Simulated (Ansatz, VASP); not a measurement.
La3Pb: VASP beside Ansatz

```
La Pb
1.0
     5.07332    0.00000    0.00000
     0.00000    5.07332    0.00000
     0.00000    0.00000    5.07332
La Pb
3 1
Direct
  0.50000 0.50000 0.00000
  0.00000 0.50000 0.50000
  0.50000 0.00000 0.50000
  0.00000 0.00000 0.00000
```

The cell comes from a database or a generator and needn't be the stable form of this composition.

Alike in both runs: task relaxation of cell and atoms; functional LDA; k mesh 4 × 4 × 4; occupations methfessel-paxton of order 1, width 0.05 eV; no spin polarisation.

|  | VASP | Ansatz |
| --- | --- | --- |
| version | VASP 6.6.1 | Ansatz 0.2.0 |
| potentials or method | VASP PAW LDA potentials, release 64 (La, Pb_d) | plane waves, PAW |
| plane-wave cutoff (eV) | 600 | 558 |
| valence electrons in the cell | 47 | 47 |

Ansatz gave:

| Quantity | Value |
| --- | --- |
| relaxed volume (Å³/atom) | 29.70 |
| relaxed cell length with the largest relative difference (Å) | 4.916 |
| energy change over the relaxation (meV/atom) | -40 |

Q: Which values does VASP return?

A: Relaxed volume (Å³/atom): 29.69; relaxed cell length with the largest relative difference (Å): 4.916; energy change over the relaxation (meV/atom): -40.

Spin-orbit coupling is left out, which matters for the levels of La, Pb.
